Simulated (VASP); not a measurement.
Here is the system:

```
H2Se
1.0
    0.00000     2.44458     2.44458
    2.44458     0.00000     2.44458
    2.44458     2.44458     0.00000
Se H
1 2
Cartesian
  0.00000   0.00000   0.00000
  1.22229   1.22229   1.22229
  3.66687   3.66687   3.66687
```

Level of theory: HSE06 screened hybrid, VASP's PBE PAW potentials (set 64) (plane waves; VASP). Settings: 400 eV cut-off, 6×6×6 Γ-centred mesh, Gaussian smearing of 0.050 eV, potentials Se H.

Problem. Give the stress tensor in GPa (positive for a compressed cell).

Solution. 
```
-2.38   0.00   0.00
 0.00  -2.38   0.00
 0.00   0.00  -2.38
```
The pressure is its mean diagonal, -2.38 GPa.

The structure comes from a measured H2Se entry (Fm-3m) of the Crystallography Open Database, whose conditions weren't checked. It was relaxed first, which changed the volume by -47 %. The k-mesh is coarse (spacing up to 0.37 per Å, 2π included), so the numbers may not be converged in it. The cell's shape comes from a PBE relaxation.
